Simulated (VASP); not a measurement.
Method: PBE GGA, VASP's PBE PAW potentials (set 64) (plane waves; VASP 6.6.1).

The input files of a VASP run:

File KPOINTS:
```
Regular mesh
0
gamma
4 4 4
```

INCAR:
```
! general
SYSTEM =BaCd3O4
PREC   =Accurate
ENCUT  =500
LREAL  =.FALSE.   ! projection in real space or not
LASPH  =.TRUE.   ! aspherical one-centre terms

! electronic loop
EDIFF  =1E-6   ! SCF stop (eV)
NELM   =100   ! most electronic steps
ALGO   =Normal   ! blocked Davidson
LMAXMIX=4

! smearing
ISMEAR =0
SIGMA  =0.05   ! width (eV)

! functional
GGA    =PE

! output
LWAVE  =.FALSE.
LCHARG =.TRUE.
```

POSCAR:
```
BaCd3O4
1
    5.0482741392    -0.0000000000    -0.0000000000
    0.0000000000     5.0482741392     0.0000000000
    0.0000000000     0.0000000000     5.0482741392
Cd O Ba
3 4 1
Direct
  0.0000000000   0.0000000000   0.0000000000
  0.5000000000   0.5000000000   0.0000000000
  0.5000000000   0.0000000000   0.5000000000
  0.5000000000   0.5000000000   0.5000000000
  0.0000000000   0.0000000000   0.5000000000
  0.0000000000   0.5000000000   0.0000000000
  0.5000000000   0.0000000000   0.0000000000
  0.0000000000   0.5000000000   0.5000000000
```

POTCAR, in this order: Cd O Ba_sv (PBE.64 set). Program: vasp_std.

The run wrote:

### OSZICAR
```
       N       E                     dE             d eps       ncg     rms          rms(c)
DAV:   1     0.596628927317E+03    0.59663E+03   -0.36806E+04   840   0.159E+03
DAV:   2     0.661500710819E+01   -0.59001E+03   -0.56954E+03   944   0.410E+02
DAV:   3    -0.427394627202E+02   -0.49354E+02   -0.48880E+02   948   0.121E+02
DAV:   4    -0.441228150836E+02   -0.13834E+01   -0.13800E+01  1124   0.167E+01
DAV:   5    -0.441377902530E+02   -0.14975E-01   -0.14968E-01  1014   0.159E+00    0.196E+01
DAV:   6    -0.344175780683E+02    0.97202E+01   -0.48434E+01  1116   0.670E+01    0.143E+01
DAV:   7    -0.340185901695E+02    0.39899E+00   -0.62413E+00   928   0.145E+01    0.801E+00
DAV:   8    -0.337695406745E+02    0.24905E+00   -0.24248E+00   930   0.729E+00    0.307E+00
DAV:   9    -0.336503605650E+02    0.11918E+00   -0.64108E-01  1162   0.377E+00    0.118E+00
DAV:  10    -0.336359812725E+02    0.14379E-01   -0.96227E-02   914   0.151E+00    0.457E-01
DAV:  11    -0.336348645370E+02    0.11167E-02   -0.16152E-02   976   0.763E-01    0.195E-01
DAV:  12    -0.336350522957E+02   -0.18776E-03   -0.22361E-03  1114   0.254E-01    0.751E-02
DAV:  13    -0.336351400463E+02   -0.87751E-04   -0.31303E-04  1006   0.933E-02    0.255E-02
DAV:  14    -0.336351488827E+02   -0.88364E-05   -0.64618E-05   952   0.462E-02    0.102E-02
DAV:  15    -0.336351504754E+02   -0.15927E-05   -0.62364E-06   910   0.126E-02    0.323E-03
DAV:  16    -0.336351504470E+02    0.28400E-07   -0.82879E-07   498   0.496E-03
   1 F= -.33635150E+02 E0= -.33634001E+02  d E =-.229866E-02
```

File OUTCAR:
```
------------------------ aborting loop because EDIFF is reached ----------------------------------------
  FORCE on cell =-STRESS in cart. coord.  units (eV):
  Direction    XX          YY          ZZ          XY          YZ          ZX
  --------------------------------------------------------------------------------------
  Total       -0.0430352     -0.0430352     -0.0430352      0.0000000     -0.0000000     -0.0000000
  in kB       -0.5359264     -0.5359264     -0.5359264      0.0000000     -0.0000000     -0.0000000
  external PRESSURE =      -0.5359264 kB  Pullay stress =       0.0000000 kB
  volume of cell :      128.66
      direct lattice vectors                 reciprocal lattice vectors
     5.048274139  0.000000000  0.000000000     0.198087499  0.000000000  0.000000000
     0.000000000  5.048274139  0.000000000     0.000000000  0.198087499  0.000000000
     0.000000000  0.000000000  5.048274139     0.000000000  0.000000000  0.198087499
 POSITION                                       TOTAL-FORCE (eV/Angst)
 -----------------------------------------------------------------------------------
      0.00000      0.00000      0.00000         0.000000      0.000000      0.000000
      2.52414      2.52414      0.00000         0.000000      0.000000      0.000000
      2.52414      0.00000      2.52414         0.000000      0.000000      0.000000
      2.52414      2.52414      2.52414         0.000000      0.000000      0.000000
      0.00000      0.00000      2.52414         0.000000      0.000000      0.000000
      0.00000      2.52414      0.00000         0.000000      0.000000      0.000000
      2.52414      0.00000      0.00000         0.000000      0.000000      0.000000
      0.00000      2.52414      2.52414         0.000000      0.000000      0.000000
 -----------------------------------------------------------------------------------
    total drift:                                0.000000      0.000000     -0.000000
  FREE ENERGIE OF THE ION-ELECTRON SYSTEM (eV)
  ---------------------------------------------------
  free  energy   TOTEN  =       -33.6351504470 eV

  energy  without entropy=      -33.6328517880  energy(sigma->0) =      -33.63400112
```
(Selected blocks of OUTCAR.)

The structure was generated: BaCd3O4 was put into an ordered model structure (Pm-3m), which need not be its known phase. It was relaxed first, which changed the volume by +9 %. The k-mesh is coarse (spacing up to 0.31 per Å, 2π included), so the numbers may not be converged in it.
